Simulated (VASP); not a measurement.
Output of a VASP run:

File OSZICAR:
```
       N       E                     dE             d eps       ncg     rms          rms(c)
DAV:   1     0.446484686433E+02    0.44648E+02   -0.11402E+04  2684   0.129E+03
DAV:   2    -0.198421576197E+02   -0.64491E+02   -0.63153E+02  3338   0.261E+02
DAV:   3    -0.216657967197E+02   -0.18236E+01   -0.17923E+01  3570   0.301E+01
DAV:   4    -0.216804482043E+02   -0.14651E-01   -0.14643E-01  3046   0.335E+00
DAV:   5    -0.216806407759E+02   -0.19257E-03   -0.19255E-03  3578   0.314E-01    0.692E+01
DAV:   6    -0.211709768417E+02    0.50966E+00   -0.44861E-01  2804   0.516E+00    0.409E+01
DAV:   7    -0.209864409653E+02    0.18454E+00   -0.74487E-01  2816   0.639E+00    0.201E+00
DAV:   8    -0.209779686361E+02    0.84723E-02   -0.46725E-02  2900   0.169E+00    0.265E-01
DAV:   9    -0.209780802244E+02   -0.11159E-03   -0.10856E-03  3656   0.258E-01    0.209E-01
DAV:  10    -0.209780747693E+02    0.54551E-05   -0.43156E-05  2964   0.550E-02    0.258E-01
DAV:  11    -0.209780744163E+02    0.35303E-06   -0.57615E-06  3326   0.192E-02    0.236E-02
DAV:  12    -0.209780747199E+02   -0.30358E-06   -0.71571E-07  3140   0.679E-03    0.102E-02
DAV:  13    -0.209780746013E+02    0.11862E-06   -0.36113E-08  2032   0.162E-03    0.259E-03
DAV:  14    -0.209780745692E+02    0.32048E-07   -0.50954E-09  1792   0.680E-04
   1 F= -.19688383E+02 E0= -.19688798E+02  d E =-.196884E+02
```

### OUTCAR
```
------------------------ aborting loop because EDIFF is reached ----------------------------------------
  FORCE on cell =-STRESS in cart. coord.  units (eV):
  Direction    XX          YY          ZZ          XY          YZ          ZX
  --------------------------------------------------------------------------------------
  Total        1.2872444      1.2872443      1.3035153      0.0000000     -0.0000000      0.0000000
  in kB       49.9051210     49.9051196     50.5359298      0.0000000     -0.0000000      0.0000000
  external PRESSURE =       0.1153901 kB  Pullay stress =      50.0000000 kB
  volume of cell :       41.33
      direct lattice vectors                 reciprocal lattice vectors
     1.555542146 -2.694277992  0.000000000     0.321431342 -0.185578475  0.000000000
     1.555542146  2.694277992  0.000000000     0.321431342  0.185578475  0.000000000
     0.000000000  0.000000000  4.930287925     0.000000000  0.000000000  0.202827911
 POSITION                                       TOTAL-FORCE (eV/Angst)
 -----------------------------------------------------------------------------------
      1.55554      0.89809      1.23257        -0.000000     -0.000000      0.000000
      1.55554     -0.89809      3.69772         0.000000      0.000000      0.000000
 -----------------------------------------------------------------------------------
    total drift:                               -0.000003      0.000171     -0.000015
  FREE ENERGIE OF THE ION-ELECTRON SYSTEM (eV)
  ---------------------------------------------------
  free  energy   TOTEN  =       -20.9780745692 eV

  energy  without entropy=      -20.9793196539  energy(sigma->0) =      -20.97848960
  enthalpy is  TOTEN    =       -19.6883829252 eV   P V=        1.2896916440

 reached required accuracy - stopping structural energy minimisation
```
(Selected blocks of OUTCAR.)

**POSCAR**
```
Hf
1
    1.5555421458    -2.6942779916     0.0000000000
    1.5555421458     2.6942779916    -0.0000000000
   -0.0000000000    -0.0000000000     4.9302879253
Hf
2
Direct
  0.3333330000   0.6666670000   0.2500000000
  0.6666670000   0.3333330000   0.7500000000
```

Task: Write an INCAR and KPOINTS that could have produced this output.

Result: Several could match; the one computed here: the input of the run itself, PBEsol GGA, plane waves, VASP's PBE PAW potentials (set 64).

INCAR:
```
LASPH = T   ! aspherical one-centre terms
PSTRESS = 50
ENCUT = 480
GGA = PS   ! PBEsol
IBRION = 2   ! conjugate gradients
LCHARG = F
LREAL = F   ! projection in real space or not
NSW = 40   ! most ionic steps
NELM = 100   ! most electronic steps
SYSTEM = Hf
EDIFF = 1E-7
LWAVE = F
SIGMA = 0.1
ISMEAR = 1   ! Methfessel-Paxton
ISIF = 3
PREC = Accurate
LMAXMIX = 6   ! l cut-off of mixed one-centre charges
EDIFFG = -0.01
ALGO = Normal
```

KPOINTS:
```
K-points
0
G
12 12 8
0 0 0
```

POTCAR, in this order: Hf_pv (PBE.64 set). Program: vasp_std.

The compound is Hf in the hcp structure. It was relaxed first under an external pressure of 5 GPa.
